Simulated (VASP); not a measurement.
Method: PW91 GGA, VASP's PBE PAW potentials (set 64) (plane waves; VASP 6.6.1).

The input files of a VASP run:

### KPOINTS
```
Automatic mesh
0
Gamma
8 8 2
0 0 0
```

INCAR:
```
SYSTEM = WS2
PREC = Accurate
ENCUT = 520
EDIFF = 1E-7
NELM = 100
ALGO = Normal
LREAL = .FALSE.
LASPH = .TRUE.
ISMEAR = 0
SIGMA = 0.05
GGA = 91
LMAXMIX = 6
LWAVE = .FALSE.
LCHARG = .FALSE.
ISIF = 4
IBRION = 2
NSW = 30
EDIFFG = -0.01
```

**POSCAR**
```
WS2
1
    1.5815756316    -2.7393693274     0.0000000000
    1.5815756316     2.7393693274     0.0000000000
    0.0000000000     0.0000000000    14.5187766471
W S
2 4
Direct
  0.3333330000   0.6666670000   0.2500000000
  0.6666670000   0.3333330000   0.7500000000
  0.3333330000   0.6666670000   0.8571027485
  0.6666670000   0.3333330000   0.3571027485
  0.6666670000   0.3333330000   0.1428972515
  0.3333330000   0.6666670000   0.6428972515
```

POTCAR, in this order: W_sv S (PBE.64 set). Program: vasp_std.

Question: What will the output report for the number of irreducible k-points (NKPTS), largest plane-wave count, number of space-group operations, FFT grid (NGX, NGY, NGZ)?

Answer: 
```json
{
 "number of irreducible k-points (NKPTS)": "20",
 "largest_plane_wave_count": "3408",
 "number_of_space_group_operations": "24",
 "FFT grid (NGX, NGY, NGZ)": "24 × 24 × 108"
}
```

The compound is WS2 in the 2H layered structure. This cell is one point of a volume scan, at 0.97 of the reference volume. Symmetry was kept, so distortions that lower it aren't found.
